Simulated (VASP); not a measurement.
Wanted: the native input for a VASP 6.6.1 run.

```
Task                   : relaxation of cell and atoms
Functional             : PBE
Potentials or basis    : VASP PAW PBE potentials, release 64 (In_d, Sb, O)
Cutoff                 : 520 eV
k mesh                 : 10 × 10 × 4
Occupations            : gaussian, width 0.1 eV
Spin                   : no spin polarisation
Further INCAR settings : ALGO = Normal; EDIFF = 1e-07; IBRION = 2; POTIM = 0.3; EDIFFG = -0.005; NSW = 60; ISIF = 3
```

The structure of InSbO2 lies in POSCAR:

```
InSbO2                                  
1.0
    3.3425486478      0.0000000000      0.0000000000
   -1.6712743239      2.8947320411      0.0000000000
    0.0000000000      0.0000000000     13.6190574420
  In              Sb              O             
     2     2     4
Direct
     1.0000000000000000    1.0000000000000000    1.0000000000000000
     1.0000000000000000    1.0000000000000000    0.5000000000000000
     0.3333333300000021    0.6666666699999979    0.2500000000000000
     0.6666666699999979    0.3333333300000021    0.7500000000000000
     0.3333333300000021    0.6666666699999979    0.0818714959304357
     0.6666666699999979    0.3333333300000021    0.5818714959304359
     0.3333333300000021    0.6666666699999979    0.4181285040695644
     0.6666666699999979    0.3333333300000021    0.9181285040695641
```

The cell was built by a generator and needn't be a form met in nature.

One way to write it, as run:

INCAR

```
PREC     = Accurate       # precision mode
ENCUT    = 520            # plane-wave cutoff, eV
EDIFF    = 1E-7           # SCF threshold, eV
ISMEAR   = 0              # smearing method
SIGMA    = 0.1            # smearing width, eV
LREAL    = False          # projectors in reciprocal space
LASPH    = True           # aspherical terms in the spheres
NELM     = 120            # most SCF steps
ALGO     = Normal         # electronic algorithm
ISIF     = 3              # what is computed and relaxed
LWAVE    = False          # write WAVECAR
LCHARG   = False          # write CHGCAR
GGA      = PE             # functional
IBRION   = 2              # ionic algorithm
NSW      = 60             # ionic steps
EDIFFG   = -0.005         # ionic threshold
POTIM    = 0.3            # step
KPAR     = 4
```

KPOINTS

```
regular mesh
0
Gamma
  10 10 4
```

Potentials or basis: VASP PAW PBE potentials, release 64 (In_d, Sb, O).

Command:

```console
$ cat potpaw_PBE.64/In_d/POTCAR potpaw_PBE.64/Sb/POTCAR potpaw_PBE.64/O/POTCAR > POTCAR
$ mpirun -np 4 vasp_std > vasp.out
```

Results of the run:

The pressure after relaxing is 0.0 GPa. The band gap on the k mesh is none (metal or under the smearing width).

Caveat: the relaxation stopped at its first step, so nothing moved.

Wall time 46 s on 4 MPI ranks on AMD EPYC 9R45 (Zen 5), with other jobs on the host, peak memory 0.38 GiB a rank.
